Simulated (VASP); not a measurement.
## PtCl₂ (space group Pnnm): computed properties

These are LDA (Ceperley-Alder, Perdew-Zunger), VASP's LDA PAW potentials (set 64) (plane waves; VASP) values and carry that method's errors.

space group: Pnnm (58)
cell: a = 3.473 Å, b = 10.452 Å, c = 3.411 Å, α = β = γ = 90.00°
volume per atom: 20.64 Å³/atom
band gap (over mesh and band path): 0.56 eV
smallest direct gap (over mesh and band path): 1.15 eV
band gap with spin-orbit coupling: 0.55 eV
density: 7.13 g/cm³
optical Γ-point spectrum: 28, 40, 41, 46, 68, 143, 156, 308, 316, 317, 332, 339, 341, 349, 354 cm⁻¹

```yaml
crystal:
  lattice:
    - [3.47321, 0.00000, 0.00000]
    - [0.00000, 10.45244, 0.00000]
    - [0.00000, 0.00000, 3.41054]
  atoms:
    - { symbol: Pt, position: [0.00000, 0.00000, 0.50000] }
    - { symbol: Pt, position: [0.50000, 0.50000, 0.00000] }
    - { symbol: Cl, position: [0.89044, 0.85930, 0.00000] }
    - { symbol: Cl, position: [0.10956, 0.14070, 0.00000] }
    - { symbol: Cl, position: [0.39044, 0.64070, 0.50000] }
    - { symbol: Cl, position: [0.60956, 0.35930, 0.50000] }
```

The path is coarsely sampled, so an indirect gap can come out somewhat too large. Unless said otherwise, spin-orbit coupling is left out, though it shifts the bands of the heavy elements here.

The structure comes from a computed database's PtCl2 entry (Pnnm); how it stands against other phases isn't given here. It was relaxed first, which changed the volume by -14 %. Symmetry was kept, so distortions that lower it aren't found.
